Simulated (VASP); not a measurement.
Consider the following.

```xyz
2
Lattice="0.0000 3.4106 3.4106 3.4106 0.0000 3.4106 3.4106 3.4106 0.0000" Properties=species:S:1:pos:R:3 pbc="T T T"
Sr     0.0000     0.0000     0.0000
Te     3.4106     3.4106     3.4106
```

Level of theory: RPBE GGA, VASP's PBE PAW potentials (set 64) (plane waves; VASP 6.6.1). Numerical set-up: 520 eV cut-off, Gaussian smearing of 0.050 eV, potentials Sr_sv Te.

Unless said otherwise, spin-orbit coupling is left out, though it shifts the bands of the heavy elements here.

### Question
Give the energies of bands 6 to 11 at the high-symmetry points, in eV from the valence-band maximum.

### Answer

| band | Γ | X | U | L | W |
|---|---|---|---|---|---|
| 6 | 0.00 | -1.81 | -1.62 | -2.55 | -1.43 |
| 7 | 0.00 | -0.68 | -1.57 | -0.96 | -1.43 |
| 8 | 0.00 | -0.68 | -0.85 | -0.96 | -1.35 |
| 9 | 2.73 | 1.98 | 2.97 | 3.91 | 4.00 |
| 10 | 3.42 | 3.82 | 4.81 | 5.13 | 4.00 |
| 11 | 3.42 | 4.76 | 5.45 | 5.30 | 4.40 |

The gap is indirect, 1.97 eV, from the valence maximum at Γ to the conduction minimum at X.

The compound is SrTe in the rock salt structure. It was relaxed first, which changed the volume by +7 %.
